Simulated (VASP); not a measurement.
# Which face does Au expose?

Aim: compare the low-index faces of Au at one level of theory.

Calculated with VASP 6.6.1; PBEsol; plane waves and PAW (Au).

Report form: the programs' logs are mostly left out.

### Step 1. Set-up

It takes space group Fm-3m (No. 225, cubic). Conventional cell: a = 4.080 Å, b = 4.080 Å, c = 4.080 Å, α = 90.00°, β = 90.00°, γ = 90.00°. Nearest to Au lie 12 Au at 2.88 Å.

### Step 2. The bulk reference, job relaxation, k-mesh 16×16×16

The bulk crystal is relaxed first, so that the slabs are cut at this functional's lattice.

Contents of INCAR:

```
SYSTEM = Au
PREC = Accurate
ENCUT = 420
EDIFF = 1E-06
NELM = 120
ISMEAR = 1
SIGMA = 0.15
LREAL = .FALSE.
ALGO = Normal
GGA = PS
NBANDS = 11
LASPH = .TRUE.
LORBIT = 11
LWAVE = .FALSE.
LCHARG = .FALSE.
KPAR = 4
IBRION = 2
NSW = 30
ISIF = 3
EDIFFG = -0.01
POTIM = 0.4
```

Contents of POSCAR:

```
Au
1.0
    0.0000000000      2.0400000000      2.0400000000
    2.0400000000      0.0000000000      2.0400000000
    2.0400000000      2.0400000000      0.0000000000
Au
1
Direct
    0.0000000000      0.0000000000      0.0000000000
```

Contents of KPOINTS:

```
Automatic mesh
0
Gamma
16 16 16
0 0 0
```

The projector-augmented-wave data sets are Au (PBE family, release 64).

Launch:

```console
$ mpirun -np 4 vasp_std
```

Elapsed: 23 s, on 4 MPI ranks of AMD EPYC 7R13 (Zen 3), shared host; peak memory 0.48 GiB.

This run has no spin polarisation. Its electron count is odd, so without a moment it is a metal by construction. The PAW data sets were made with PBE, which is usual practice but a small mismatch for other functionals. The run keeps the 48 symmetry operations of its start, so it cannot find a distortion of lower symmetry.

Little changed from the start: no atom moved by 0.005 Å and no cell edge by 0.1 %.

This step gave:

* electronic cycles: 21
* electrons: 11
* free energy (TOTEN): -3.924 eV
* Fermi energy: 9.269 eV
* metallic: yes

The run ended after 3 ionic steps, 0.000 eV below its first step, once forces and stress met EDIFFG = -0.01.

Energy at zero smearing: -3.92382 eV.

### Step 3. The bulk reference, job self-consistent run, k-mesh 20×20×20

Contents of INCAR:

```
SYSTEM = Au
PREC = Normal
ENCUT = 320
EDIFF = 1E-06
NELM = 120
ISMEAR = 1
SIGMA = 0.15
LREAL = .FALSE.
ALGO = Fast
GGA = PS
NBANDS = 11
LASPH = .TRUE.
LORBIT = 11
LWAVE = .FALSE.
LCHARG = .FALSE.
KPAR = 4
```

Contents of POSCAR:

```
Au
1.0
    0.0000000000      2.0409929042      2.0409929042
    2.0409929042      0.0000000000      2.0409929042
    2.0409929042      2.0409929042      0.0000000000
Au
1
Direct
    0.0000000000      0.0000000000      0.0000000000
```

Contents of KPOINTS:

```
Automatic mesh
0
Gamma
20 20 20
0 0 0
```

Launch:

```console
$ mpirun -np 4 vasp_std
```

Run time: 9 s. Hardware: 4 MPI ranks; peak memory 0.39 GiB; 28 s of CPU time.

This step gave:

```
electronic cycles       : 12
free energy (TOTEN)     : -3.928 eV
energy at zero smearing : -3.928 eV
Fermi energy            : 9.277 eV
```

Energy at zero smearing: -3.92827 eV.

The run ends at a pressure of -0.88 GPa.

### Step 4. Relaxing the slab, 7 atoms, face Au(111)

System of this step: Au(111). The cell holds 7 atoms: 7 Au. Its edges and angles: a = 2.886 Å, b = 2.886 Å, c = 29.140 Å, α = 90.0°, β = 90.0°, γ = 60.0°. It derives from Au. 7 layers of fcc Au, cut at this functional's lattice. Vacuum lies along c.

All atoms relax at the fixed cell.

Contents of INCAR:

```
SYSTEM = Au
PREC = Normal
ENCUT = 320
EDIFF = 1E-05
NELM = 120
ISMEAR = 1
SIGMA = 0.15
LREAL = .FALSE.
ALGO = Fast
GGA = PS
NBANDS = 47
LASPH = .TRUE.
LORBIT = 11
LWAVE = .FALSE.
LCHARG = .FALSE.
KPAR = 4
IBRION = 2
NSW = 40
ISIF = 2
EDIFFG = -0.03
POTIM = 0.4
MAXMIX = 40
```

Contents of POSCAR:

```
Au
1.0
    2.8863998458      0.0000000000      0.0000000000
    1.4431999229      2.4996955920      0.0000000000
    0.0000000000      0.0000000000     29.1404136318
Au
7
Direct
    0.0000000000      0.0000000000      0.2573745200
    0.3333333300      0.3333333300      0.3382496800
    0.6666666700      0.6666666700      0.4191248400
    0.0000000000      0.0000000000      0.5000000000
    0.3333333300      0.3333333300      0.5808751600
    0.6666666700      0.6666666700      0.6617503200
    0.0000000000      0.0000000000      0.7426254800
```

Contents of KPOINTS:

```
Automatic mesh
0
Gamma
12 12 1
0 0 0
```

Launch:

```console
$ mpirun -np 4 vasp_std
```

Wall time 2.8 min (4 MPI ranks); peak memory 0.73 GiB.

The run keeps the 12 symmetry operations of its start, so it cannot find a distortion of lower symmetry.

Relaxation path:

```
step  energy less that of the first step (eV)  largest force (eV/Å)
   1                                   0.0000                0.1454
   2                                  -0.0020                0.0758
   3                                  -0.0027                0.0454
   4                                  -0.0029                0.0816
   5                                  -0.0030                0.0601
   6                                  -0.0030                0.0708
   7                                  -0.0030                0.0657
   8                                  -0.0030                0.0677
   9                                  -0.0034                0.0408
  10                                  -0.0035                0.0157
```

The atoms that moved most (Å):

```
atom     dx     dy      dz  length
 Au2  0.000  0.000   0.016   0.016
 Au6  0.000  0.000  -0.016   0.016
 Au7  0.000  0.000   0.013   0.013
 Au1  0.000  0.000  -0.013   0.013
 Au3  0.000  0.000   0.008   0.008
 Au5  0.000  0.000  -0.008   0.008
```

The relaxed structure:

```cif
data_structure
_symmetry_space_group_name_H-M 'P 1'
_symmetry_Int_Tables_number 1
_cell_length_a 2.8864
_cell_length_b 2.8864
_cell_length_c 29.1404
_cell_angle_alpha 90.000
_cell_angle_beta 90.000
_cell_angle_gamma 60.000
_cell_volume 210.25
loop_
_atom_site_label
_atom_site_type_symbol
_atom_site_fract_x
_atom_site_fract_y
_atom_site_fract_z
_atom_site_occupancy
Au1 Au 0.00000 0.00000 0.25692 1
Au2 Au 0.33333 0.33333 0.33880 1
Au3 Au 0.66667 0.66667 0.41940 1
Au4 Au 0.00000 0.00000 0.50000 1
Au5 Au 0.33333 0.33333 0.58060 1
Au6 Au 0.66667 0.66667 0.66120 1
Au7 Au 0.00000 0.00000 0.74308 1
```

This step gave:

```
electronic cycles       : 58
electrons               : 77
free energy (TOTEN)     : -26.61 eV
energy at zero smearing : -26.61 eV
Fermi energy            : 2.882 eV
```

The run ended after 10 ionic steps, 0.003 eV below its first step, once the forces on the free atoms met EDIFFG = -0.03.

### Step 5. Vacuum level and density of states, 7 atoms, face Au(111)

A static run writes the electrostatic potential without exchange and correlation (LVHAR), which is flat in the vacuum and gives the level to count from. The dipole correction cancels the field that unlike faces would set up across the vacuum.

Contents of INCAR:

```
SYSTEM = Au
PREC = Normal
ENCUT = 320
EDIFF = 1E-06
NELM = 120
ISMEAR = 1
SIGMA = 0.15
LREAL = .FALSE.
ALGO = Fast
GGA = PS
NBANDS = 47
LASPH = .TRUE.
LORBIT = 11
LWAVE = .FALSE.
LCHARG = .TRUE.
KPAR = 4
IDIPOL = 3
LDIPOL = .TRUE.
DIPOL = 0.5 0.5 0.5
LVHAR = .TRUE.
LVACPOTAV = .TRUE.
NEDOS = 1500
```

Contents of POSCAR:

```
Au
1.0
    2.8863998458      0.0000000000      0.0000000000
    1.4431999229      2.4996955920      0.0000000000
    0.0000000000      0.0000000000     29.1404136318
Au
7
Direct
    0.0000000000      0.0000000000      0.2569237889
    0.3333333300      0.3333333300      0.3387971862
    0.6666666700      0.6666666700      0.4194039078
    0.0000000000      0.0000000000      0.5000000000
    0.3333333300      0.3333333300      0.5805960922
    0.6666666700      0.6666666700      0.6612028138
    0.0000000000      0.0000000000      0.7430762111
```

KPOINTS is that of step 4.

Launch:

```console
$ mpirun -np 4 vasp_std
```

It took 57 s on 4 MPI ranks; peak memory 0.69 GiB; 3.1 min of CPU time.

Numbers from this step:

- electronic cycles: 22
- Fermi energy: 2.885 eV
- dipole moment: 0, 0, 0 e·Å
- vacuum levels: 8.267, 8.267 eV
- work functions of the upper and lower face: 5.382, 5.382 eV

The planar average of the electrostatic potential oscillates, so the rows of the table below give means over windows of 2.39 Å about each position, cut where the curve ends. Its maxima inside the range that stand out by 2 % of the span (Å: eV): 8.7: 1.19, 11.0: 0.901, 13.4: 0.853, 15.7: 0.853, 18.1: 0.901, 20.5: 1.19. Its minima: 7.5: -19.0, 9.9: -19.3, 12.2: -19.2, 14.6: -19.3, 17.0: -19.2, 19.2: -19.3, 21.6: -19.0.

Zero at the Fermi level. Table of planar average of the electrostatic potential by height; means over each step:

height (Å), planar average of the electrostatic potential (eV) and a bar from the least value:
```
     1.20        5.4 ##############################
     3.58        5.4 ##############################
     5.97        1.3 ######################
     8.36       -8.9 #
    10.75       -9.4 
    13.14       -9.4 
    15.53       -9.5 
    17.92       -9.5 
    20.31       -9.0 #
    22.70       -3.2 #############
    25.09        5.4 ##############################
    27.48        5.4 ##############################
```

Density of states in the PAW spheres, an atom over height of the layer and energy from the Fermi level.

Values in states/eV, 22 rows by 7 columns, each cell a mean:
```
0.33 0.26 0.18 0.29 0.18 0.26 0.33
0.18 0.28 0.28 0.22 0.28 0.28 0.18
0.28 0.22 0.30 0.29 0.30 0.22 0.28
0.15 0.10 0.12 0.12 0.12 0.10 0.15
0.38 0.31 0.30 0.29 0.30 0.31 0.38
0.86 0.78 0.86 0.86 0.86 0.78 0.86
2.26 2.52 2.34 2.22 2.34 2.52 2.26
2.53 1.90 1.64 1.61 1.64 1.90 2.53
2.42 1.62 1.40 1.71 1.40 1.62 2.42
2.42 1.41 2.01 1.72 2.01 1.41 2.42
1.99 1.53 1.52 1.67 1.52 1.53 1.99
2.61 1.59 1.57 1.49 1.57 1.59 2.61
2.21 2.37 2.45 2.44 2.45 2.37 2.21
1.40 1.95 1.96 1.95 1.96 1.95 1.40
1.36 1.65 1.84 1.73 1.84 1.65 1.36
0.88 1.29 1.08 1.32 1.08 1.29 0.88
1.16 1.64 1.20 1.21 1.20 1.64 1.16
0.69 1.52 1.48 1.42 1.48 1.52 0.69
0.37 1.11 1.26 1.20 1.26 1.11 0.37
0.19 0.45 0.58 0.61 0.58 0.45 0.19
0.08 0.17 0.25 0.29 0.25 0.17 0.08
0.07 0.14 0.11 0.09 0.11 0.14 0.07
```
Columns: height of the layer (Å) from 7.5 to 21.7; rows upwards: energy from the Fermi level (eV) from -7.9 to 0.5.

Valence density in the ca plane at fractional y = 0.000, with atoms of Au within 0.2 Å of it. It is the smooth field of the valence electrons, not physical close to the nuclei.

Values in e/Å³, 5 rows by 16 columns, each cell a mean:
```
0.1 0.2 0.2 1.8 2.4 0.3 0.3 0.1 0.2 0.2 1.6 2.7 0.3 0.0 0.0 0.0
0.3 0.7 0.4 0.5 0.7 0.3 0.7 0.3 0.6 0.4 0.5 0.7 0.1 0.0 0.0 0.0
0.4 1.0 0.5 0.2 0.3 0.4 1.0 0.4 0.9 0.6 0.2 0.3 0.1 0.0 0.0 0.0
0.2 0.5 0.3 0.9 1.1 0.3 0.5 0.2 0.5 0.3 0.8 1.2 0.1 0.0 0.0 0.0
0.1 0.2 0.2 2.2 2.9 0.3 0.2 0.1 0.2 0.2 1.9 3.2 0.3 0.0 0.0 0.0
```
Columns run along c (16.0 Å, from fractional 0.37 to 0.91 of the cell), rows up along a (2.9 Å). Atoms in or near the plane, at fractional coordinates: Au at (0.50, 0.00), Au at (0.74, 0.00).

The map of layer states is cut here 0.5 eV above the Fermi level, so it leaves out the states above that.

The vacuum level lies 5.38 eV above the Fermi level at the upper face; both faces agree, as the slab has next to no dipole.

The program found no field-free point at its default tolerance, but its printed level agrees with the flat part of the planar average.

On this mesh the fine structure of the density of states is sampling noise, and high empty states may be cut by the number of bands.

### Step 6. Surface relaxation, 7 atoms, face Au(100)

Contents of INCAR:

```
SYSTEM = Au
PREC = Normal
ENCUT = 320
EDIFF = 1E-05
NELM = 120
ISMEAR = 1
SIGMA = 0.15
LREAL = .FALSE.
ALGO = Fast
GGA = PS
NBANDS = 47
LASPH = .TRUE.
LORBIT = 11
LWAVE = .FALSE.
LCHARG = .FALSE.
KPAR = 4
IBRION = 2
NSW = 40
ISIF = 2
EDIFFG = -0.03
POTIM = 0.4
MAXMIX = 40
```

Contents of POSCAR:

```
Au
1.0
    2.8863998458      0.0000000000      0.0000000000
    0.0000000000      2.8863998458      0.0000000000
    0.0000000000      0.0000000000     27.2459574252
Au
7
Direct
    0.0000000000      0.0000000000      0.2752701900
    0.5000000000      0.5000000000      0.3501801300
    0.0000000000      0.0000000000      0.4250900600
    0.5000000000      0.5000000000      0.5000000000
    0.0000000000      0.0000000000      0.5749099400
    0.5000000000      0.5000000000      0.6498198700
    0.0000000000      0.0000000000      0.7247298100
```

Contents of KPOINTS:

```
Automatic mesh
0
Gamma
10 10 1
0 0 0
```

Launch:

```console
$ mpirun -np 4 vasp_std
```

Elapsed: 1.8 min, on 4 MPI ranks; peak memory 0.74 GiB; 6 min of CPU time.

The run keeps the 16 symmetry operations of its start, so it cannot find a distortion of lower symmetry.

Relaxation path:

```
step  energy less that of the first step (eV)  largest force (eV/Å)
   1                                   0.0000                0.1066
   2                                  -0.0013                0.0693
   3                                  -0.0021                0.0340
   4                                  -0.0021                0.0356
   5                                  -0.0021                0.0370
   6                                  -0.0023                0.0149
```

The atoms that moved most (Å):

```
atom     dx     dy      dz  length
 Au7  0.000  0.000  -0.012   0.012
 Au1  0.000  0.000   0.012   0.012
 Au6  0.000  0.000   0.009   0.009
 Au2  0.000  0.000  -0.009   0.009
```

Final coordinates:

```
Au
1.0
     2.88640    0.00000    0.00000
     0.00000    2.88640    0.00000
     0.00000    0.00000   27.24596
Au
7
Direct
  0.00000 0.00000 0.27571
  0.50000 0.50000 0.34985
  0.00000 0.00000 0.42501
  0.50000 0.50000 0.50000
  0.00000 0.00000 0.57499
  0.50000 0.50000 0.65015
  0.00000 0.00000 0.72429
```

This step gave:

```
electronic cycles       : 34
free energy (TOTEN)     : -26.26 eV
energy at zero smearing : -26.26 eV
Fermi energy            : 2.368 eV
```

The run ended after 6 ionic steps, 0.002 eV below its first step, once the forces on the free atoms met EDIFFG = -0.03.

### Step 7. Potential and states of the slab, 7 atoms, face Au(100)

Contents of INCAR:

```
SYSTEM = Au
PREC = Normal
ENCUT = 320
EDIFF = 1E-06
NELM = 120
ISMEAR = 1
SIGMA = 0.15
LREAL = .FALSE.
ALGO = Fast
GGA = PS
NBANDS = 47
LASPH = .TRUE.
LORBIT = 11
LWAVE = .FALSE.
LCHARG = .TRUE.
KPAR = 4
IDIPOL = 3
LDIPOL = .TRUE.
DIPOL = 0.5 0.5 0.5
LVHAR = .TRUE.
LVACPOTAV = .TRUE.
NEDOS = 1500
```

Contents of POSCAR:

```
Au
1.0
    2.8863998458      0.0000000000      0.0000000000
    0.0000000000      2.8863998458      0.0000000000
    0.0000000000      0.0000000000     27.2459574252
Au
7
Direct
    0.0000000000      0.0000000000      0.2757145472
    0.5000000000      0.5000000000      0.3498531474
    0.0000000000      0.0000000000      0.4250051272
    0.5000000000      0.5000000000      0.5000000000
    0.0000000000      0.0000000000      0.5749948728
    0.5000000000      0.5000000000      0.6501468526
    0.0000000000      0.0000000000      0.7242854528
```

KPOINTS is that of step 6.

Launch:

```console
$ mpirun -np 4 vasp_std
```

The job ended after 51 s (4 MPI ranks; peak memory 0.69 GiB).

This step gave:

```
electronic cycles                          : 18
Fermi energy                               : 2.369 eV
vacuum levels                              : 7.565, 7.565 eV
work functions of the upper and lower face : 5.196, 5.196 eV
```

The planar average of the electrostatic potential oscillates, so the rows of the table below give means over windows of 2.04 Å about each position, cut where the curve ends. Its maxima inside the range that stand out by 2 % of the span (Å: eV): 8.5: -1.36, 10.6: -1.17, 12.6: -1.22, 14.6: -1.22, 16.7: -1.17, 18.7: -1.36. Its minima: 7.5: -15.8, 9.5: -16.2, 11.6: -16.2, 13.6: -16.2, 15.7: -16.2, 17.7: -16.2, 19.8: -15.8.

Zero at the Fermi level. Table of planar average of the electrostatic potential by height; means over each step:

```
height (Å)  planar average of the electrostatic potential (eV)
      1.02                                                5.20
      3.06                                                5.20
      5.10                                                5.01
      7.14                                               -7.42
      9.18                                               -9.35
     11.22                                               -9.25
     13.26                                               -9.28
     15.30                                               -9.27
     17.34                                               -9.27
     19.38                                               -9.00
     21.42                                                3.52
     23.46                                                5.20
     25.50                                                5.20
```

Density of states in the PAW spheres, an atom over height of the layer and energy from the Fermi level.

Ten even steps from '0' (0.05 states/eV) to '9' (2.77 states/eV), each cell a mean:
```
0000000
0000000
0000000
0000000
1000001
3222223
8887888
9756579
9555559
9576759
8456548
7555557
7887887
4677764
4566654
3534353
2634362
2654562
0344430
0122210
0000000
0000000
```
Columns: height of the layer (Å) from 7.5 to 19.7; rows upwards: energy from the Fermi level (eV) from -7.9 to 0.5.

Valence density in the ca plane at fractional y = 0.000, with atoms of Au within 0.2 Å of it. It is the smooth field of the valence electrons, not physical close to the nuclei.

Ten even steps from '0' (0.0 e/Å³) to '9' (4.5 e/Å³), each cell a mean:
```
00000036863100000268741000002587410000000000
00000013431000000134420000001344200000000000
00000001110000000011100000000111000000000000
00000000000000000000000000000000000000000000
00000000100000000001000000000010000000000000
00000012321000000123210000000232100000000000
00000025652000000246531000002466310000000000
10000137974100000369841000002698510000000000
```
Columns run along c (16.0 Å, from fractional 0.32 to 0.91 of the cell), rows up along a (2.9 Å). Atoms in or near the plane, at fractional coordinates: Au at (0.43, 0.00), Au at (0.57, 0.00), Au at (0.72, 0.00).

The map of layer states is cut here 0.5 eV above the Fermi level, so it leaves out the states above that.

The vacuum level lies 5.20 eV above the Fermi level at the upper face; both faces agree, as the slab has next to no dipole.

The program found no field-free point at its default tolerance, but its printed level agrees with the flat part of the planar average.

On this mesh the fine structure of the density of states is sampling noise, and high empty states may be cut by the number of bands.

(Continued in part 2 of 2.)

[Lines on the potential files, build, host, timing and source positions are cut from VASP's logs without a mark.]

[Logs are printed without paths, hosts, clocks, repeated set-up lines and the standing remarks that a program may print on its own settings, such as how far it seeks lower states.]

[Hosts, paths, dates, database ids (printed as entryN), source tags and the programs' standing remarks are cut or masked in the printed files.]

[Runs that stopped without an error message from VASP are left out.]
